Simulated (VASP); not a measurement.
Consider the following.

```yaml
crystal:
  lattice:
    - [3.83741, 0.00000, 0.00000]
    - [0.00000, 3.83741, 0.00000]
    - [0.00000, 0.00000, 3.83741]
  atoms:
    - { symbol: Sr, position: [0.00000, 0.00000, 0.00000] }
    - { symbol: V, position: [0.50000, 0.50000, 0.50000] }
    - { symbol: O, position: [0.50000, 0.00000, 0.50000] }
    - { symbol: O, position: [0.00000, 0.50000, 0.50000] }
    - { symbol: O, position: [0.50000, 0.50000, 0.00000] }
```

The numbers are results of rev-vdW-DF2, VASP's PBE PAW potentials (set 64) (plane waves; VASP 6.6.1), not measurements. Run with 520 eV cut-off, 9×9×9 Γ-centred mesh, tetrahedra with Blöchl corrections, potentials Sr_sv V_sv O.

The cores are frozen, which limits the accuracy of field gradients.

Q: Give the principal components of the electric field gradient (V/Å²) and the asymmetry η at each nucleus.

A: 
```tsv
atom	Vxx	Vyy	Vzz	η
Sr1	0.0	0.0	0.0	-
V2	0.0	0.0	0.0	-
O3	-14.1	-14.1	28.2	0.00
O4	-14.1	-14.1	28.2	0.00
O5	-14.1	-14.1	28.2	0.00
```

The compound is SrVO3 in the cubic perovskite structure. It was relaxed first. The run is not spin-polarised, so no magnetic state was tried.
